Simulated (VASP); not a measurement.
Input:

```
BeSe
1.0
    0.00000     2.59051     2.59051
    2.59051     0.00000     2.59051
    2.59051     2.59051     0.00000
Be Se
1 1
Direct
  0.00000   0.00000   0.00000
  0.25000   0.25000   0.25000
```

Level of theory: PBE GGA, VASP's PBE PAW potentials (set 64) (plane waves; VASP). Run with 400 eV cut-off, 8×8×8 Γ-centred mesh, Gaussian smearing of 0.050 eV, potentials Be Se.

Predict the energy per atom (σ→0), band gap (on the k-mesh) with the smallest direct gap where there is one.

```yaml
band gap (on the k-mesh): 2.67 eV
smallest direct gap (on the k-mesh): 4.21 eV
energy per atom (σ→0): -4.429 eV/atom
```

Total energies compare only between runs with the same potentials, cut-off and functional.

The compound is BeSe in the zinc blende structure. It was relaxed first. The start is the result of an earlier pass.
